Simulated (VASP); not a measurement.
Computed with PBEsol GGA with spin-orbit coupling, VASP's PBE PAW potentials (set 64) (plane waves; VASP).

VASP input:

**KPOINTS_OPT**
```
k-points along high-symmetry lines
8
Line-mode
Reciprocal
  0.000000   0.000000   0.000000 ! GAMMA
  0.000000   0.500000   0.000000 ! X

  0.000000   0.500000   0.000000 ! X
  0.500000   0.500000   0.000000 ! M

  0.500000   0.500000   0.000000 ! M
  0.000000   0.000000   0.000000 ! GAMMA

  0.000000   0.000000   0.000000 ! GAMMA
  0.500000   0.500000   0.500000 ! R

  0.500000   0.500000   0.500000 ! R
  0.000000   0.500000   0.000000 ! X

  0.500000   0.500000   0.500000 ! R
  0.500000   0.500000   0.000000 ! M
```

**INCAR**
```
ALGO=Normal
EDIFF=1E-6
ENCUT=400
GGA=PS
GGA_COMPAT=.FALSE.
ISMEAR=0
LASPH=.TRUE.
LCHARG=.FALSE.
LMAXMIX=4
LREAL=.FALSE.
LSORBIT=.TRUE.
LWAVE=.FALSE.
MAGMOM=0 0 0 0 0 0
NELM=100
PREC=Accurate
SIGMA=0.05
SYSTEM=TiAl
```

**POSCAR**
```
TiAl
6.3064550
  0.5000000056   0.0000000000   0.0000000000
  0.0000000000   0.5000000056   0.0000000000
  0.0000000000   0.0000000000   0.5000000056
Al Ti
1 1
Cartesian
  0.0000000000   0.0000000000   0.0000000000
  0.2500000028   0.2500000028   0.2500000028
```

### KPOINTS
```
Automatic mesh
0
G
 10 10 10
```

POTCAR, in this order: Al Ti_sv (PBE.64 set). Program: vasp_ncl.

Q: Predict the energy per atom (σ→0), band gap (over mesh and band path).

A: 
| Item | Result |
|---|---|
| energy per atom (σ→0) | -6.483 eV/atom |
| band gap (over mesh and band path) | none (metal, semimetal or under 0.01 eV) |

OSZICAR:
```
...
DAV:   7    -0.129801751628E+02    0.39142E-01   -0.78100E-01  3052   0.105E+01    0.181E+00
DAV:   8    -0.129682823953E+02    0.11893E-01   -0.53418E-02  2974   0.222E+00    0.231E-01
DAV:   9    -0.129688007621E+02   -0.51837E-03   -0.51342E-03  3638   0.445E-01    0.206E-01
DAV:  10    -0.129689469425E+02   -0.14618E-03   -0.22292E-04  2918   0.171E-01    0.765E-02
DAV:  11    -0.129689750209E+02   -0.28078E-04   -0.10162E-04  3084   0.107E-01    0.179E-02
DAV:  12    -0.129689749851E+02    0.35791E-07   -0.70363E-06  2978   0.233E-02
   1 F= -.12968975E+02 E0= -.12966845E+02  d E =-.425960E-02  mag=    -0.0000     0.0000    -0.0000
       N       E                     dE             ncg
```

The structure was generated: TiAl was put into the CsCl type (Pm-3m), which need not be its known phase. It was relaxed first, which changed the volume by -13 %.
